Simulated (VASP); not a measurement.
Calculation: PBEsol GGA, VASP's PBE PAW potentials (set 64) (plane waves; VASP).

VASP input:

File KPOINTS:
```
Regular mesh
0
Gamma
14 14 14
```

**POSCAR**
```
AuZn
1
    3.1500000000     0.0000000000     0.0000000000
    0.0000000000     3.1500000000     0.0000000000
    0.0000000000     0.0000000000     3.1500000000
Zn Au
1 1
Direct
  0.5000000000   0.5000000000   0.5000000000
  0.0000000000   0.0000000000   0.0000000000
```

### INCAR
```
SYSTEM = AuZn
PREC = Accurate
ENCUT = 300
EDIFF = 1E-6
NELM = 100
ALGO = Normal
LREAL = .FALSE.
LASPH = .TRUE.
ISMEAR = -1
SIGMA = 0.1
GGA = PS
LMAXMIX = 6
LWAVE = .FALSE.
LCHARG = .FALSE.
ISIF = 2
```

POTCAR, in this order: Zn Au (PBE.64 set). Program: vasp_std.

The run wrote:

OSZICAR:
```
       N       E                     dE             d eps       ncg     rms          rms(c)
DAV:   1     0.897289703744E+02    0.89729E+02   -0.84323E+03  3742   0.132E+03
DAV:   2    -0.404106924646E+01   -0.93770E+02   -0.90954E+02  3859   0.261E+02
DAV:   3    -0.651078209288E+01   -0.24697E+01   -0.24617E+01  4370   0.516E+01
DAV:   4    -0.652291829033E+01   -0.12136E-01   -0.12135E-01  4202   0.317E+00
DAV:   5    -0.652306041449E+01   -0.14212E-03   -0.14212E-03  4391   0.350E-01    0.871E+00
DAV:   6    -0.600095694114E+01    0.52210E+00   -0.18348E+00  3712   0.163E+01    0.542E+00
DAV:   7    -0.597187455610E+01    0.29082E-01   -0.36913E-02  4875   0.417E+00    0.291E+00
DAV:   8    -0.596152913229E+01    0.10345E-01   -0.91972E-03  4229   0.108E+00    0.130E-01
DAV:   9    -0.596154794315E+01   -0.18811E-04   -0.40589E-04  4238   0.264E-01    0.661E-02
DAV:  10    -0.596155388643E+01   -0.59433E-05   -0.39465E-05  4682   0.121E-01    0.178E-02
DAV:  11    -0.596155326895E+01    0.61748E-06   -0.10307E-05  3922   0.780E-02    0.320E-03
DAV:  12    -0.596155323459E+01    0.34354E-07   -0.18051E-07  1968   0.881E-03
   1 F= -.59615532E+01 E0= -.59524702E+01  d E =-.181660E-01
```

File OUTCAR:
```
------------------------ aborting loop because EDIFF is reached ----------------------------------------
  FORCE on cell =-STRESS in cart. coord.  units (eV):
  Direction    XX          YY          ZZ          XY          YZ          ZX
  --------------------------------------------------------------------------------------
  Total       -0.6048429     -0.6048429     -0.6048429      0.0000000      0.0000000     -0.0000000
  in kB      -31.0042698    -31.0042698    -31.0042698      0.0000000      0.0000000     -0.0000000
  external PRESSURE =     -31.0042698 kB  Pullay stress =       0.0000000 kB
  volume of cell :       31.26
      direct lattice vectors                 reciprocal lattice vectors
     3.150000000  0.000000000  0.000000000     0.317460317  0.000000000  0.000000000
     0.000000000  3.150000000  0.000000000     0.000000000  0.317460317  0.000000000
     0.000000000  0.000000000  3.150000000     0.000000000  0.000000000  0.317460317
 POSITION                                       TOTAL-FORCE (eV/Angst)
 -----------------------------------------------------------------------------------
      1.57500      1.57500      1.57500         0.000000      0.000000      0.000000
      0.00000      0.00000      0.00000         0.000000      0.000000      0.000000
 -----------------------------------------------------------------------------------
    total drift:                                0.000000     -0.000000      0.000000
  FREE ENERGIE OF THE ION-ELECTRON SYSTEM (eV)
  ---------------------------------------------------
  free  energy   TOTEN  =        -5.9615532346 eV

  energy  without entropy=       -5.9433872585  energy(sigma->0) =       -5.95247025
```
(Selected blocks of OUTCAR.)

At this cut-off the stress carries a Pulay error, which pulls relaxed volumes low.

The structure is a typed AuZn crystal (Pm-3m). The cell was not relaxed at this level. The run is one of a series of settings (GGA = PS, POTCAR Zn Au (PBE.64 set) against the base run), some of them coarse on purpose. The electron count is odd and the run is not spin-polarised, which forces a metal.
